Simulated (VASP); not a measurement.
Here is the system:

```
CELL_PARAMETERS angstrom
     -1.65128     1.65128     1.65128
      1.65128    -1.65128     1.65128
      1.65128     1.65128    -1.65128
ATOMIC_POSITIONS crystal
  Ta 0.00000 0.00000 0.00000
```

All values below come from PBEsol GGA, VASP's PBE PAW potentials (set 64) (plane waves; VASP). Numerical set-up: 400 eV cut-off, 14×14×14 Γ-centred mesh, first-order Methfessel-Paxton smearing of 0.10 eV, potentials Ta_pv.

Problem. The ions, cell shape and volume are relaxed. Predict the relaxed structure.

Solution. 
```
CELL_PARAMETERS angstrom
     -1.64195     1.64195     1.64195
      1.64195    -1.64195     1.64195
      1.64195     1.64195    -1.64195
ATOMIC_POSITIONS crystal
  Ta 0.00000 0.00000 0.00000
```
Space group Im-3m (229), at a tolerance of 0.03 Å.

Problem. How do energy and volume change from the first to the last step?

Solution. The energy (σ→0) changes by -3.6 meV/atom and the volume by -1.7 %, in 3 ionic steps.

```
step  E(σ→0) (eV)  max force (eV/Å)  pressure (GPa)  volume (Å³)
----  -----------  ----------------  --------------  -----------
1        -12.5539             0.000           -3.64        18.01
2        -12.5354             0.000            9.85        16.97
3        -12.5575             0.000           -0.05        17.71
```

The structure comes from a measured Ta entry (Im-3m) of the Crystallography Open Database, whose conditions weren't checked. This run relaxes it. Symmetry was kept, so distortions that lower it aren't found.
